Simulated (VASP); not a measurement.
Consider the following.

```
CELL_PARAMETERS angstrom
      1.30604    -3.62566     0.00000
      1.30604     3.62566     0.00000
      0.00000     0.00000     3.12692
ATOMIC_POSITIONS crystal
  Fe 0.86020 0.13980 0.75000
  Fe 0.13980 0.86020 0.25000
  B  0.57591 0.42409 0.75000
  B  0.42409 0.57591 0.25000
```

Level of theory: LDA (Ceperley-Alder, Perdew-Zunger), VASP's LDA PAW potentials (set 64) (plane waves; VASP). Run with 520 eV cut-off, 14×14×11 Γ-centred mesh, tetrahedra with Blöchl corrections, potentials Fe B.

The cores are frozen, which limits the accuracy of field gradients.

Task: Give the principal components of the electric field gradient (V/Å²) and the asymmetry η at each nucleus.

Result: 
| atom | Vxx | Vyy | Vzz | η |
|---|---|---|---|---|
| Fe1 | 37.3 | 4.0 | -41.3 | 0.81 |
| Fe2 | 37.3 | 4.0 | -41.3 | 0.81 |
| B3 | 2.3 | 1.6 | -3.9 | 0.17 |
| B4 | 2.3 | 1.6 | -3.9 | 0.17 |

The structure comes from a computed database's FeB entry (Cmcm); how it stands against other phases isn't given here. It was relaxed first, which changed the volume by -8 %. The run is not spin-polarised, so no magnetic state was tried.
